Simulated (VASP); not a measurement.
Data:

```
CaB6
1.0
    4.12718     0.00000     0.00000
    0.00000     4.12718     0.00000
    0.00000     0.00000     4.12718
Ca B
1 6
Direct
  0.00000   0.00000   0.00000
  0.79859   0.50000   0.50000
  0.50000   0.20141   0.50000
  0.50000   0.79859   0.50000
  0.20141   0.50000   0.50000
  0.50000   0.50000   0.79859
  0.50000   0.50000   0.20141
```

Calculation: PBEsol GGA, VASP's PBE PAW potentials (set 64) (plane waves; VASP). Settings: 620 eV cut-off, 6×6×6 Γ-centred mesh, Gaussian smearing of 0.050 eV, potentials Ca_sv B.

Problem. What does the run give for the energy per atom (σ→0)?

Solution. 
| Property | Result |
|---|---|
| energy per atom (σ→0) | -6.730 eV/atom |

The compound is CaB6 in the cab6 structure. It was relaxed first.
